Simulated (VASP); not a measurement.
All values below come from PBE GGA, VASP's PBE PAW potentials (set 64) (plane waves; VASP).

VASP input:

**POSCAR**
```
FePt
7.56840
  0.3665768194   0.0000000000   0.0000000000
  0.0000000000   0.3665768194   0.0000000000
  0.0000000000   0.0000000000   0.5000000000
Fe Pt
1 1
Direct
  0.0000000000   0.0000000000   0.0000000000
  0.5000000000   0.5000000000   0.5000000000
```

INCAR:
```
# general
SYSTEM  = FePt
PREC    = Accurate
ENCUT   = 400
LREAL   = F
LASPH   = T

# electronic loop
EDIFF   = 1E-6
NELM    = 100
ALGO    = Normal
LMAXMIX = 6

# smearing
ISMEAR  = 1
SIGMA   = 0.1

# functional
GGA     = PE

# spin
ISPIN   = 2
MAGMOM  = 2*1.0

# ions
ISIF    = 2

# output
LWAVE   = F
LCHARG  = F
LORBIT  = 10
```

KPOINTS:
```
Automatic
0
Gamma
 10 10 7
```

POTCAR, in this order: Fe Pt (PBE.64 set). Program: vasp_std.

Question: What will the output report for the number of irreducible k-points (NKPTS), number of bands (NBANDS), largest plane-wave count, number of space-group operations, FFT grid (NGX, NGY, NGZ)?

Answer: 
```
Property                                      Result
--------------------------------------  ------------
number of irreducible k-points (NKPTS)            84
number of bands (NBANDS)                          14
largest plane-wave count                         548
number of space-group operations                  16
FFT grid (NGX, NGY, NGZ)                18 × 18 × 28
```

The compound is FePt in the L1_0 structure. The cell was not relaxed at this level.
